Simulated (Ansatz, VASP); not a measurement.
## One calculation of Be2CdS2, two programs

```
Be Cd S
1.0
     4.16987    0.00000    0.00000
    -2.08494    3.61121    0.00000
     0.00000    0.00000    7.71335
Be Cd S
2 1 2
Direct
  0.33333 0.66667 0.50000
  0.66667 0.33333 0.50000
  0.00000 0.00000 0.50000
  0.00000 0.00000 0.12606
  0.00000 0.00000 0.87394
```

Alike in both runs: functional PBE; k mesh 12 × 12 × 6; occupations gaussian, width 0.1 eV; no spin polarisation.

Ansatz relaxed the structure, and its values are those at the end. VASP's run is a single point on that final structure, the one shown.

```csv
,VASP,Ansatz
version,VASP 6.6.1,Ansatz 0.2.0
potentials or method,"VASP PAW PBE potentials, release 64 (Be, Cd, S)","scalar-relativistic, plane waves, PAW"
plane-wave cutoff (eV),520,420
valence electrons in the cell,28,36
```

VASP gave:

* gap on the k mesh at the Fermi level (eV): none
* pressure (GPa): -0.1
* rms of the force components (eV/Å): 0.072

Q: Estimate Ansatz's values.

A: gap on the k mesh at the Fermi level (eV): none; pressure (GPa): 0.0; rms of the force components (eV/Å): 0.001.

A gap of «none» marks a metal or a gap that the smearing closes. The two sets of potentials don't hold the same shells in valence.
